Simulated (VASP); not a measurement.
Input:

```
K2S
1.0
    0.00000     3.70500     3.70500
    3.70500     0.00000     3.70500
    3.70500     3.70500     0.00000
K S
2 1
Direct
  0.25000   0.25000   0.25000
  0.75000   0.75000   0.75000
  0.00000   0.00000   0.00000
```

All values below come from PBE GGA with D4 dispersion, VASP's PBE PAW potentials (set 64) (plane waves; VASP). Numerical set-up: 520 eV cut-off, 5×5×5 Γ-centred mesh, Gaussian smearing of 0.050 eV, potentials K_sv S.

Q: Predict the energy per atom (σ→0).

A: 
The energy per atom (σ→0) is -3.236 eV/atom.

The compound is K2S in the antifluorite structure. The cell was not relaxed at this level. The start is the result of an earlier pass.
